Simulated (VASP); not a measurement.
An input for Ansatz (written as the equivalent of a VASP run, and not itself run):

Ansatz 0.2 input:
```yaml
crystal:
  lattice:
    - [4.1257848, 0.0000000, 0.0000000]
    - [0.0000000, 4.1257848, 0.0000000]
    - [0.0000000, 0.0000000, 4.1257848]
  atoms:
    - { symbol: Sc, position: [0.0000000, 0.0000000, 0.0000000] }
    - { symbol: Al, position: [0.0000000, 0.5000000, 0.5000000] }
    - { symbol: Al, position: [0.5000000, 0.0000000, 0.5000000] }
    - { symbol: Al, position: [0.5000000, 0.5000000, 0.0000000] }
kpoints:
  mp_grid: { grid: [8, 8, 8] }
hamiltonian:
  xc: revpbe
  pseudopotentials: { kind: paw }
scf:
  occupations: { method: methfessel_paxton, width: 0.1 }
  max_iter: 100
output: { forces: true, stress: true, eigenvalues: true }
```

Task: Write the VASP files for the same calculation (revPBE).

Result: One answer among several that fit: 
**POSCAR**
```
Al3Sc
1
    4.1257848010     0.0000000000     0.0000000000
    0.0000000000     4.1257848010     0.0000000000
    0.0000000000     0.0000000000     4.1257848010
Sc Al
1 3
Direct
  0.0000000000   0.0000000000   0.0000000000
  0.0000000000   0.5000000000   0.5000000000
  0.5000000000   0.0000000000   0.5000000000
  0.5000000000   0.5000000000   0.0000000000
```

INCAR:
```
ALGO = Normal
EDIFF = 1E-7
ENCUT = 520
GGA = RE
ISIF = 2
ISMEAR = 1
LASPH = .TRUE.
LCHARG = .FALSE.
LMAXMIX = 4
LREAL = .FALSE.
LWAVE = .FALSE.
NELM = 100
PREC = Accurate
SIGMA = 0.1
SYSTEM = Al3Sc
```

### KPOINTS
```
Automatic mesh
0
Gamma
8 8 8
0 0 0
```

POTCAR, in this order: Sc_sv Al (PBE.64 set). Program: vasp_std.

The two are equivalent in intent, not identical: each code has its own PAW files, so the cut-off isn't converted (ENCUT is set for VASP's; basis.ecutwfc is left out, and Ansatz then takes the one that its files recommend); Ansatz stops its SCF on the density residual and VASP on the energy change (EDIFF).

The compound is Al3Sc in the L1_2 structure. It was relaxed first.
